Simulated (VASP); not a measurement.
Given:

```yaml
crystal:
  lattice:
    - [1.66030, -5.12903, 0.00000]
    - [1.66030, 5.12903, 0.00000]
    - [0.00000, 0.00000, 4.18615]
  atoms:
    - { symbol: P, position: [0.10557, 0.89443, 0.92738] }
    - { symbol: P, position: [0.39443, 0.60557, 0.42738] }
    - { symbol: P, position: [0.60557, 0.39443, 0.57262] }
    - { symbol: P, position: [0.89443, 0.10557, 0.07262] }
```

All values below come from PBEsol GGA, VASP's PBE PAW potentials (set 64) (plane waves; VASP 6.6.1). Run with 530 eV cut-off, 9×9×7 Γ-centred mesh, first-order Methfessel-Paxton smearing of 0.10 eV, potentials P.

Without a dispersion term in the relaxation, distances and binding between the weakly bound layers, chains or molecules are unreliable, and so is what depends on them. Finite-difference elastic constants of metals are sensitive to mesh and smearing; shear constants can be off by tens of GPa.

### Question
Give the elastic stiffness tensor with the ions relaxed (GPa, in the frame of the cell).

### Answer

```tsv
	xx	yy	zz	yz	xz	xy
xx	189	1.2	55.9	0.0	0.0	0.0
yy	1.2	57.0	-4.3	0.0	0.0	0.0
zz	55.9	-4.3	51.9	0.0	0.0	0.0
yz	0.0	0.0	0.0	10.8	0.0	0.0
xz	0.0	0.0	0.0	0.0	80.4	0.0
xy	0.0	0.0	0.0	0.0	0.0	18.0
```

### Question
Estimate the Hill bulk modulus, Hill shear modulus, Young's modulus, Poisson's ratio.

### Answer

| Property | Result |
|---|---|
| Hill bulk modulus | 349 kbar |
| Hill shear modulus | 294 kbar |
| Young's modulus | 68.9 GPa |
| Poisson's ratio | 0.171 |

The compound is P in the black structure. It was relaxed first, which changed the volume by -6 %.
